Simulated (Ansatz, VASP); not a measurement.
# CaPb (CaPb in the L10 ordering): VASP beside Ansatz

One calculation is typed for both programs; each brings its own data sets. How far apart do they land? The cell is generated by rule, not measured, and may not be a known phase. The two relaxations start from unlike cells of this crystal (the structure described is Ansatz's start), so only their ends are compared.

Calculated with Ansatz 0.2.0; plane waves, with VASP 6.6.1 beside it; relaxation of cell and atoms at PBEsol.

The structure was built from a prototype and need not be the compound's stable phase.

## Step 1: Set-up

It takes space group P4/mmm (No. 123, tetragonal). Conventional cell: a = 3.736 Å, b = 3.736 Å, c = 5.284 Å, α = 90.00°, β = 90.00°, γ = 90.00°. Nearest to Ca lie 4 Ca at 3.74 Å and 8 Pb at 3.74 Å. Nearest to Pb lie 4 Pb at 3.74 Å and 8 Ca at 3.74 Å. Farther neighbours are not listed.

## Step 2: Ansatz: relaxation of cell and atoms, PBEsol

Ansatz runs on its default PAW (the set named soft_2) files.

The relaxed volume is the usual yardstick between codes: in a stiff, nearly cubic crystal its relative difference is about their pressure difference at one cell divided by the bulk modulus.

Contents of input.yaml:

```yaml
crystal:
  lattice:
    - [3.73618, 0.0, 0.0]
    - [0.0, 3.73618, 0.0]
    - [0.0, 0.0, 5.28381]
  atoms:
    - { symbol: Ca, position: [0.0, 0.0, 0.0] }
    - { symbol: Pb, position: [0.5, 0.5, 0.5] }
kpoints:
  mp_grid: { grid: [8, 8, 6] }
hamiltonian:
  xc: pbesol
scf:
  occupations: { method: gaussian, width: 0.1 }
output:
  forces: true
  stress: true
  eigenvalues: true
  write_density: true
  write_potential: true
  elf: true
  volumetric_format: npy
relax:
  adjacent_minimum: "off"
  f_tol: 0.005
  max_steps: 80
  cell: { stress_tol: 0.05 }
```

On the command line:

```sh
$ ansatz run input.yaml --threads 4 --pin off --max-ram 8192MiB --backend cpu --events-out ev --progress --plain --runs-dir out
```

Numbers of over 12 decimals in the logs are rounded to 6 here.

The program printed:

```text
Engine: ansatz 0.2.0, aarch64-unknown-linux-gnu
Pseudopotentials: kind: paw
Pseudopotential: Ca, paw, valence charge 10, recommended cutoff 420 eV (normal), Ca.paw.azcp
Pseudopotential: Pb, paw, valence charge 14, recommended cutoff 420 eV (normal), Pb.paw.azcp
Functional definition: PBEsol
  exchange = pbesol_x
  correlation = pbesol_c
Crystal: 2 atoms, lattice volume = 73.757 Å³
Basis set: ecut = 420 eV, 1449 PW (Γ), exchange–correlation on 50×50×72 points (8 copies of the dense FFT grid, shifted against one another)
Bands: 16, of which v1, the nominal top of the filled ones, is band 12 counted from 1 (11 counted from 0)
Symmetry: 16 space group operations
Space group: P4/mmm (ITA 123), of the structure as read, at distance tolerance 4.2e-5 Å
k-points: 60 of 384
Non-local potential: Ca, projectors of the file, l = 0: 3, l = 1: 2, l = 2: 2
Non-local potential: Pb, projectors of the file, l = 0: 2, l = 1: 2, l = 2: 2, l = 3: 2
PAW form: soft (Blöchl's): semilocal exchange-correlation on the pseudo side does not see the compensation charge
PAW frozen core: Ca, regenerated for the run's functional, and the local potential with it (the file was generated under x = pbe(κ = 0.804, μ = 0.219515), c = pbe(β = 0.066725))
PAW frozen core: Pb, regenerated for the run's functional, and the local potential with it (the file was generated under x = pbe(κ = 0.804, μ = 0.219515), c = pbe(β = 0.066725))
PAW one-centre angular grid: Ca, 110 points (default); XC on 64 Gauss nodes
PAW one-centre angular grid: Pb, 590 points (default); XC on 64 Gauss nodes
Initial density: superposition of atomic densities (neutral atoms: chi_scale 0, normalization atom), corrected by the library's trained network
Initial wavefunctions: pseudopotential atomic-orbital guess
Functional: x = pbesol(κ = 0.804, μ = 0.123457), c = pbesol(β = 0.046)
SCF iter   1: F=—  HF=-13549.394196 eV  |F-HF|=—  |Δ(HF+E_count)|=         —  Δρ=2.16e-3  dr2=6.97e-3  ethr=1.77e-3  ⟨swp⟩=7.5  Hψ=5915  notcnv=0
preconditioner: auto → Kerker (q_TF=auto, 2.263 Å⁻¹)  [metal: Δε(μ)=0.058 eV  Ē_g=13.608 eV  σ=0.100 eV  W_gap=0.31  n_scr=14 (ndim 8)  ℏωp=17.3 eV  f_vac=0.000  D(μ)=1.13/eV (n_scr^D=2)]
SCF iter   2: F=—  HF=-13549.394120 eV  |F-HF|=—  |Δ(HF+E_count)|=   7.56e-5  Δρ=9.26e-4  dr2=1.26e-3  ethr=2.90e-5  ⟨swp⟩=1.3  Hψ=1523  notcnv=0  defer=2
SCF iter   3: F=—  HF=-13549.393873 eV  |F-HF|=—  |Δ(HF+E_count)|=   2.47e-4  Δρ=2.63e-4  dr2=1.87e-4  ethr=5.23e-6  ⟨swp⟩=2.1  Hψ=1191  notcnv=0  defer=2
SCF iter   4: F=—  HF=-13549.393833 eV  |F-HF|=—  |Δ(HF+E_count)|=   4.04e-5  Δρ=8.21e-5  dr2=1.60e-5  ethr=7.80e-7  ⟨swp⟩=2.0  Hψ=1072  notcnv=0  defer=2
SCF iter   5: F=—  HF=-13549.393790 eV  |F-HF|=—  |Δ(HF+E_count)|=   4.20e-5  Δρ=2.62e-5  dr2=1.12e-6  ethr=6.66e-8  ⟨swp⟩=2.0  Hψ=1080  notcnv=0  defer=2
SCF iter   6: F=-13549.393790 eV  HF=-13549.393790 eV  |F-HF|=1.96e-8  |Δ(HF+E_count)|=   1.45e-7  Δρ=6.45e-6  dr2=5.25e-8  ethr=4.17e-10  ⟨swp⟩=7.6  Hψ=6412  notcnv=0
SCF 1 converged in 6 iterations: F = -13549.393790 eV  dr2 = 5.25e-8
  greatest PAW one-centre occupation: 0.996 electrons in one spin orbital (limit 2), on the Ca atom at site 0 (counted from 0), in its partial waves of l = 0
relax step   1: F+E_penalty+E_count = -13549.39379032 eV  Δ(F+E_penalty+E_count) = +0.000e0 eV  max|allowed force component| = 6.311e-30 eV/Å  Δτ_max = 0.0000 Å  P = -5.643 GPa  Ω = 73.757 Å³  (6 SCF iters, dr2 threshold 1.00e-7 eV, accepted)
[...]
relax step   4: F+E_penalty+E_count = -13549.81923501 eV  Δ(F+E_penalty+E_count) = -2.716e-2 eV  max|allowed force component| = 1.183e-30 eV/Å  Δτ_max = 0.0000 Å  P = +1.208 GPa  Ω = 55.354 Å³  energy of the carried Pulay correction = +1.033e-3 eV  (6 SCF iters, dr2 threshold 2.00e-7 eV, accepted)
[...]
relax step   5: F+E_penalty+E_count = -13549.82394866 eV  Δ(F+E_penalty+E_count) = -4.714e-3 eV  max|allowed force component| = 2.035e-28 eV/Å  Δτ_max = 0.0000 Å  P = +0.485 GPa  Ω = 56.383 Å³  energy of the carried Pulay correction = +9.672e-4 eV  (5 SCF iters, dr2 threshold 2.00e-7 eV, accepted)
[...]
relax step   6: F+E_penalty+E_count = -13549.82517943 eV  Δ(F+E_penalty+E_count) = -1.231e-3 eV  max|allowed force component| = 3.155e-29 eV/Å  Δτ_max = 0.0000 Å  P = +0.023 GPa  Ω = 56.979 Å³  energy of the carried Pulay correction = +9.298e-4 eV  (5 SCF iters, dr2 threshold 2.00e-7 eV, accepted)
[...]
relax step   7: F+E_penalty+E_count = -13549.82469742 eV  Δ(F+E_penalty+E_count) = +4.820e-4 eV  max|allowed force component| = 3.200e-29 eV/Å  Δτ_max = 0.0000 Å  P = +0.015 GPa  Ω = 56.979 Å³  stress off target by 1.79e-2 GPa  SCF on the basis re-selected at this cell (its energy is not comparable with the rows above)  (6 SCF iters)
basis re-selected at this cell: Δ(F+E_penalty+E_count) = +4.820e-4 eV, ΔP = -0.008 GPa vs the last step (what re-selecting the basis moved, of the pressure what is left beyond the Pulay correction that the steps carried, after the strain that the cell walked since its last selection, with what the two solves' SCF thresholds leave and, on support functions, any second-order correction that the steps lacked; it is no measure of the basis error at this ecutwfc). The dense FFT grid was sized anew with the basis: this SCF ran on 24×24×32 points, the steps before it on 25×25×36, so part of this shift can come from that change (see relax.cell in the input reference). [rest of the remark cut]
SCF converged after 6 iterations
Free energy (F): -13549.824697 eV
Harris-Foulkes:  -13549.824697 eV  (|F-HF|=7.28e-12)
Internal energy: -13549.821504 eV  (E = F + TS)
E sigma→0 (E₀):  -13549.823101 eV
Entropy (-TS):   -0.003193 eV (-1.597 meV/atom)
Fermi energy:    9.809185 eV
--- Per-component energies (eV) ---
  E_band       = -171.484186
  E_kinetic    = 570.047835
  E_local      = -1744.371500  (includes V_loc(G=0)·N_el)
  E_nonlocal   = 416.156080
  E_hartree    = 647.513938
  E_xc         = -354.785045
  E_vxc        = -303.261429  (∫ρ·V_xc dr)
  E_paw        = -11095.239056  (= ΣΔE_a)
  E_vpaw       = -405.083109  (= ΣTr[D̂ρ^β])
  E_aug_tail   = 0.000040  (compensation charges beyond the density's cutoff)
  E_ewald      = -1989.324707
  E_core_change = 0.180911  (= ΣΔE_core)
  E_smearing   = -0.003193  (= −TS)
  E_closure    = -0.000000  (closes the sum)
  Σ components = -13549.824697   (vs F -13549.824697, Δ=0.00e0)
--- Forces (eV/Å), atoms counted from 1 ---
  atom   1  Ca    -0.00000000    -0.00000000     0.00000000
  atom   2  Pb     0.00000000    -0.00000000     0.00000000
  max |Σ_I F_I| component: 6.22e-29 eV/Å
--- Stress (GPa, compression-positive) ---
        0.014255       0.000000       0.000000
        0.000000       0.014255       0.000000
        0.000000       0.000000       0.017879
  P = ⅓ Tr σ = 0.0155 GPa (0.155 kbar)
--- Band table (eV; the first three rows and the last of 60) ---
  k-point 0: bands = [... 8 lower, -6.7052, -0.3416, 9.1484, 9.7576, 10.9272, 13.1828, 13.1828, 13.6544]
  k-point 1: bands = [... 8 lower, -6.7049, -0.2051, 7.5269, 10.9445, 11.2048, 12.5121, 12.5121, 14.3179]
  k-point 2: bands = [... 8 lower, -6.7031, 0.1078, 6.0636, 10.9803, 11.9734, 11.9734, 12.2395, 14.3058]
  k-point 59: bands = [... 8 lower, -6.5795, 3.3456, 7.5507, 7.5507, 8.0100, 13.1149, 13.2467, 13.2467]
--- Relaxed structure (6 steps of the walk, 6 accepted, 1 SCFs on fresh bases) ---
  F+E_penalty+E_count = -13549.82469742 eV   max|allowed force component| = 3.200e-29 eV/Å   (the final SCF, on the basis selected at the relaxed cell)
  cell:  # Å, volume = 56.9786 Å³
    - [3.534930, 0.0, 0.0]
    - [0.0, 3.534930, 0.0]
    - [0.0, 0.0, 4.559841]
  atoms:
    - { symbol: Ca, position: [0, 0, 0.0] }
    - { symbol: Pb, position: [0.5, 0.5, 0.500000] }
```

The column dr2 measures how far the density is from self-consistency, as an energy; F and HF (Harris–Foulkes) agree once it is small.

## Step 3: VASP: relaxation of cell and atoms, PBEsol

Its own start cell and the same functional, mesh and smearing now go to VASP, with its own data sets.

Lines of VASP's logs that name or quote its potential files are left out, and so is its time.

Contents of INCAR:

```
SYSTEM = CaPb
PREC = Accurate
ENCUT = 500
EDIFF = 1E-07
NELM = 120
ISMEAR = 0
SIGMA = 0.1
LREAL = .FALSE.
ALGO = Normal
GGA = PS
NBANDS = 18
LORBIT = 11
LWAVE = .FALSE.
LCHARG = .FALSE.
ISIF = 3
IBRION = 2
NSW = 80
EDIFFG = -0.005
LASPH = .TRUE.
GGA_COMPAT = .FALSE.
NELMIN = 4
```

Contents of POSCAR:

```
CaPb
1.0
    3.5355137496      0.0000000000      0.0000000000
    0.0000000000      3.5355137496      0.0000000000
    0.0000000000      0.0000000000      4.5659959904
Ca Pb
1 1
Direct
    0.0000000000      0.0000000000      0.0000000000
    0.5000000000      0.5000000000      0.5000000000
```

Contents of KPOINTS:

```
Automatic mesh
0
Gamma
8 8 6
0 0 0
```

Potentials, in the order of the species: Ca_sv and Pb_d (PBE family, release 64).

On the command line:

```sh
$ mpirun -np 1 vasp_std
```

The program printed:

```text
[banner, memory and clock lines left out]
running    1 mpi-ranks, on    1 nodes
 distrk:  each k-point on    1 cores,    1 groups
 distr:  one band on    1 cores,    1 groups

 POSCAR found type information on POSCAR CaPb
 POSCAR found :  2 types and       2 ions
|                                                                             |
|               ----> ADVICE to this user running VASP <----                  |
|                                                                             |
|     You enforced a specific xc type in the INCAR file but a different       |
|     [... a line on the potential file left out ...]
|     I HOPE YOU KNOW WHAT YOU ARE DOING!                                     |
|                                                                             |

 LDA part: xc-table for (Slater+PW92), standard interpolation
 POSCAR, INCAR and KPOINTS ok, starting setup
 FFT: planning ... GRIDC
 FFT: planning ... GRID_SOFT
 FFT: planning ... GRID
 WAVECAR not read
 entering main loop
       N       E                     dE             d eps       ncg     rms          rms(c)
DAV:   1     0.224215268524E+03    0.22422E+03   -0.12160E+04  2160   0.144E+03
DAV:   2     0.384145915118E+01   -0.22037E+03   -0.21636E+03  2170   0.370E+02
DAV:   3    -0.691012536575E+01   -0.10752E+02   -0.10644E+02  3024   0.965E+01
DAV:   4    -0.733803701691E+01   -0.42791E+00   -0.42584E+00  3520   0.166E+01
DAV:   5    -0.734941896652E+01   -0.11382E-01   -0.11369E-01  3078   0.193E+00    0.339E+00
DAV:   6    -0.729342905240E+01    0.55990E-01   -0.98257E-02  2990   0.407E+00    0.200E+00
DAV:   7    -0.727699153733E+01    0.16438E-01   -0.49283E-02  2836   0.297E+00    0.302E-01
DAV:   8    -0.727588808328E+01    0.11035E-02   -0.75733E-03  3538   0.853E-01    0.657E-02
DAV:   9    -0.727598519970E+01   -0.97116E-04   -0.40152E-04  2736   0.189E-01    0.347E-02
DAV:  10    -0.727598221904E+01    0.29807E-05   -0.48586E-05  3018   0.598E-02    0.596E-03
DAV:  11    -0.727598225411E+01   -0.35070E-07   -0.32579E-06  3308   0.153E-02    0.299E-03
DAV:  12    -0.727598252780E+01   -0.27369E-06   -0.41844E-07  2882   0.672E-03    0.109E-03
DAV:  13    -0.727598248421E+01    0.43583E-07   -0.44770E-08  1466   0.213E-03
   1 F= -.72759825E+01 E0= -.72743560E+01  d E =-.727598E+01
 curvature:   0.00 expect dE= 0.000E+00 dE for cont linesearch  0.000E+00
 trial: gam= 0.00000 g(F)=  0.000E+00 g(S)=  0.160E-04 ort = 0.000E+00 (trialstep = 0.100E+01)
 search vector abs. value=  0.160E-04
 bond charge predicted
       N       E                     dE             d eps       ncg     rms          rms(c)
DAV:   1    -0.727622847370E+01   -0.24595E-03   -0.76033E-03  2334   0.124E+00    0.815E-02
DAV:   2    -0.727602984660E+01    0.19863E-03   -0.56478E-04  2904   0.311E-01    0.381E-02
DAV:   3    -0.727598632860E+01    0.43518E-04   -0.16316E-04  3282   0.163E-01    0.429E-03
DAV:   4    -0.727598837207E+01   -0.20435E-05   -0.13915E-05  3476   0.214E-02    0.383E-03
DAV:   5    -0.727599046406E+01   -0.20920E-05   -0.25775E-06  3806   0.944E-03    0.145E-03
DAV:   6    -0.727599077881E+01   -0.31475E-06   -0.10622E-07  1962   0.339E-03    0.526E-04
DAV:   7    -0.727599099030E+01   -0.21149E-06   -0.35248E-08  1460   0.154E-03    0.666E-05
DAV:   8    -0.727599099326E+01   -0.29600E-08   -0.14346E-08  1256   0.120E-03
   2 F= -.72759910E+01 E0= -.72743737E+01  d E =-.850905E-05
 trial-energy change:   -0.000009  1 .order   -0.000009   -0.000016   -0.000001
 step:   1.0709(harm=  1.0709)  dis= 0.00000  next Energy=    -7.275991 (dE=-0.858E-05)
 reached required accuracy - stopping structural energy minimisation
```

From OUTCAR (step 3):

```text
ion  position               nearest neighbor table
   1  0.000  0.000  0.000-   2 3.39   2 3.39   2 3.39   2 3.39   2 3.39   2 3.39   2 3.39   2 3.39

  LATTYP: Found a simple tetragonal cell.
 ALAT       =     3.5355137496
 C/A-ratio  =     1.2914660538

 Subroutine GETGRP returns: Found 16 space group operations
 (whereof 16 operations were pure point group operations)

The static configuration has the point symmetry D_4h.

 Found     60 irreducible k-points:

   k-points           NKPTS =     60   k-points in BZ     NKDIM =     60   number of bands    NBANDS=     18

   dimension x,y,z NGX =    28 NGY =   28 NGZ =   36
   dimension x,y,z NGXF=    56 NGYF=   56 NGZF=   72

   ENCUT  =  500.0 eV  36.75 Ry    6.06 a.u.   6.45  6.45  8.32*2*pi/ulx,y,z

   NELECT =      24.0000    total number of electrons

 k-points in reciprocal lattice and weights: Automatic mesh
   0.00000000  0.00000000  0.00000000       0.003
   0.12500000  0.00000000  0.00000000       0.010
   0.25000000  0.00000000  0.00000000       0.010
   0.37500000  0.00000000  0.00000000       0.010
   0.50000000  0.00000000  0.00000000       0.005
   0.12500000  0.12500000  0.00000000       0.010
   0.25000000  0.12500000  0.00000000       0.021
   0.37500000  0.12500000  0.00000000       0.021
   0.50000000  0.12500000  0.00000000       0.010
[...]
0.50000000  0.37500000  0.50000000       0.010
   0.50000000  0.50000000  0.50000000       0.003

 average (electrostatic) potential at core
       1 -44.4170       2 -91.1899

 E-fermi :   5.6536

 k-point     1 :       0.0000    0.0000    0.0000
  band No.  band energies     occupation
    ...
      8     -10.8436      2.00000
      9     -10.8436      2.00000
     10      -4.5075      2.00000
     11       4.9908      2.00000
     12       5.5957      1.58724
     13       6.7717      0.00000
     14       9.0344      0.00000
     15       9.0344      0.00000
     16       9.5025      0.00000
     17       9.5025      0.00000
    ...

 k-point     2 :       0.1250    0.0000    0.0000
  band No.  band energies     occupation
    ...
      7     -10.8546      2.00000
      8     -10.8545      2.00000
      9     -10.8422      2.00000
     10      -4.3270      2.00000
     11       4.9997      2.00000
     12       5.7942      0.04676
     13       6.2410      0.00000
     14       7.7961      0.00000
     15       8.8392      0.00000
     16       9.5191      0.00000
    ...

 k-point     3 :       0.2500    0.0000    0.0000
  band No.  band energies     occupation
    ...
      8     -10.8628      2.00000
      9     -10.8386      2.00000
     10      -3.8114      2.00000
     11       4.2704      2.00000
     12       4.9965      2.00000
     13       6.2841      0.00000
     14       8.0022      0.00000
     15       8.4588      0.00000
     16       9.5598      0.00000
     17       9.8417      0.00000
    ...

  Total        0.0023220      0.0023220     -0.0038836      0.0000000      0.0000000      0.0000000
  in kB        0.0652464      0.0652464     -0.1091254      0.0000000      0.0000000      0.0000000
  external PRESSURE =       0.0071225 kB  Pullay stress =       0.0000000 kB

  energy-cutoff  :      500.00
  volume of cell :       57.02
      direct lattice vectors                 reciprocal lattice vectors
     3.534732524  0.000000000  0.000000000     0.282906838 -0.000000000  0.000000000
     0.000000000  3.534732524  0.000000000     0.000000000  0.282906838  0.000000000
    -0.000000000  0.000000000  4.563541084     0.000000000 -0.000000000  0.219128081

 POSITION                                       TOTAL-FORCE (eV/Angst)
 -----------------------------------------------------------------------------------
      0.00000      0.00000      0.00000         0.000000      0.000000      0.000000
      1.76737      1.76737      2.28177        -0.000000      0.000000      0.000000
 -----------------------------------------------------------------------------------
    total drift:                                0.000000      0.000000      0.000000

  FREE ENERGIE OF THE ION-ELECTRON SYSTEM (eV)
  ---------------------------------------------------
  free  energy   TOTEN  =        -7.2759909933 eV

  energy  without entropy=       -7.2727564734  energy(sigma->0) =       -7.27437373

 reached required accuracy - stopping structural energy minimisation

 total charge
# of ion       s       p       d       tot
------------------------------------------
    1        2.050   5.840   0.264   8.155
    2        1.294   0.999   9.783  12.076
--------------------------------------------------
tot          3.345   6.839  10.047  20.230

[... 3 further parts left out ...]
```

CONTCAR:

```
CaPb
   1.00000000000000
     3.5347325236653662    0.0000000000000000    0.0000000000000000
     0.0000000000000000    3.5347325236653662    0.0000000000000000
    -0.0000000000000000    0.0000000000000000    4.5635410839494748
  Ca              Pb
     1     1
Direct
     0.0000000000000000    0.0000000000000000    0.0000000000000000
     0.5000000000000000    0.5000000000000000    0.5000000000000000
```

The run keeps the 16 symmetry operations of its start, so it cannot find a distortion of lower symmetry.

## Step 4: Side by side

Known differences besides the potentials themselves: the cutoff is 420 eV in Ansatz and 500 eV in VASP; Ansatz makes its cores anew for this functional, VASP keeps those of its PBE data sets; Ansatz adds a Pulay correction to the stress that steers its cell, VASP none. Total energies have different zeros and are not compared.

Both answers:

| quantity | Ansatz | VASP | difference |
| --- | --- | --- | --- |
| volume (Å³) | 56.98 | 57.02 | -0.07 % |
| edge a after relaxation, in the typed setting (Å) | 3.535 | 3.535 | +0.01 % |
| edge c after relaxation, in the typed setting (Å) | 4.560 | 4.564 | -0.08 % |

## Step 5: Summary of results

* difference in edge c after relaxation, in the typed setting (relaxation of cell and atoms, PBEsol): -0.081 %

In words: The difference in edge c after relaxation, in the typed setting is -0.081 % (relaxation of cell and atoms, PBEsol), within the 1.2 % picked in this series as the mark of a large difference, as far as the stopping tolerances let one tell. Such differences can come from data sets, numerical settings and the points named under the comparisons, not from the functional's error against experiment.

[Lines on the potential files, build, host, timing and source positions are cut from VASP's logs without a mark.]

[Logs are printed without paths, hosts, clocks, repeated set-up lines and the standing remarks that a program may print on its own settings, such as how far it seeks lower states.]

[Hosts, paths, dates, database ids (printed as entryN), source tags and the programs' standing remarks are cut or masked in the printed files.]
